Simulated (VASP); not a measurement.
Given:

```
CELL_PARAMETERS angstrom
      1.35513    -2.34716     0.00000
      1.35513     2.34716     0.00000
      0.00000     0.00000     4.32790
ATOMIC_POSITIONS crystal
  Tc 0.33333 0.66667 0.25000
  Tc 0.66667 0.33333 0.75000
```

Calculation: PBEsol GGA, VASP's PBE PAW potentials (set 64) (plane waves; VASP). Numerical set-up: 500 eV cut-off, 15×15×9 Γ-centred mesh, first-order Methfessel-Paxton smearing of 0.10 eV, potentials Tc_pv.

Task: The ions, cell shape and volume at an external pressure of 10.0 GPa are relaxed. Predict the relaxed structure.

Result: 
```
CELL_PARAMETERS angstrom
      1.34892    -2.33640     0.00000
      1.34892     2.33640     0.00000
      0.00000     0.00000     4.30769
ATOMIC_POSITIONS crystal
  Tc 0.33333 0.66667 0.25000
  Tc 0.66667 0.33333 0.75000
```
Space group P6_3/mmc (194), at a tolerance of 0.03 Å.

Task: How do energy and volume change from the first to the last step?

Result: The energy (σ→0) changes by +8.7 meV/atom and the volume by -1.4 %, in 3 ionic steps.

The compound is Tc in the hcp structure. This run relaxes it under an external pressure of 10 GPa. Symmetry was kept, so distortions that lower it aren't found.
